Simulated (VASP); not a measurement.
An input for Ansatz (written as the equivalent of a VASP run, and not itself run):

Ansatz 0.2 input:
```yaml
crystal:
  lattice:
    - [1.4777586, -2.5595529, 0.0000000]
    - [1.4777586, 2.5595529, 0.0000000]
    - [0.0000000, 0.0000000, 4.9154833]
  atoms:
    - { symbol: Zr, position: [0.3333330, 0.6666670, 0.2500000] }
    - { symbol: Zr, position: [0.6666670, 0.3333330, 0.7500000] }
kpoints:
  mp_grid: { grid: [12, 12, 8] }
hamiltonian:
  xc: pbe
  pseudopotentials: { kind: paw }
scf:
  occupations: { method: methfessel_paxton, width: 0.1 }
  max_iter: 100
relax:
  max_steps: 40
  f_tol: 0.01
  cell: { p_target: 30 }
output: { forces: true, stress: true, eigenvalues: true }
```

### Question
Translate this input to VASP (INCAR, KPOINTS, POSCAR, choice of POTCAR).

### Answer
One answer among several that fit: 
### INCAR
```
# general
SYSTEM   =  Zr
PREC     =  Accurate
ENCUT    =  480
LREAL    =  .False.
LASPH    =  .True.

# electronic loop
EDIFF    =  1E-7   # SCF stop (eV)
NELM     =  100   # most electronic steps
ALGO     =  Normal
LMAXMIX  =  4

# smearing
ISMEAR   =  1
SIGMA    =  0.1   # width (eV)

# functional
GGA      =  PE   # PBE

# ions
IBRION   =  2   # conjugate gradients
NSW      =  40   # most ionic steps
ISIF     =  3   # ions, shape and volume
EDIFFG   =  -0.01   # ionic stop
PSTRESS  =  300   # kbar

# output
LWAVE    =  .False.
LCHARG   =  .False.
```

POSCAR:
```
Zr
1
    1.4777586181    -2.5595529224     0.0000000000
    1.4777586181     2.5595529224    -0.0000000000
    0.0000000000     0.0000000000     4.9154832825
Zr
2
Direct
  0.3333330000   0.6666670000   0.2500000000
  0.6666670000   0.3333330000   0.7500000000
```

KPOINTS:
```
Regular mesh
0
Gamma
12 12 8
```

POTCAR, in this order: Zr_sv (PBE.64 set). Program: vasp_std.

Limits of the translation: each code has its own PAW files, so the cut-off isn't converted (ENCUT is set for VASP's; basis.ecutwfc is left out, and Ansatz then takes the one that its files recommend); Ansatz stops its SCF on the density residual and VASP on the energy change (EDIFF).

The compound is Zr in the hcp structure. This run relaxes it under an external pressure of 30 GPa. Symmetry was kept, so distortions that lower it aren't found.
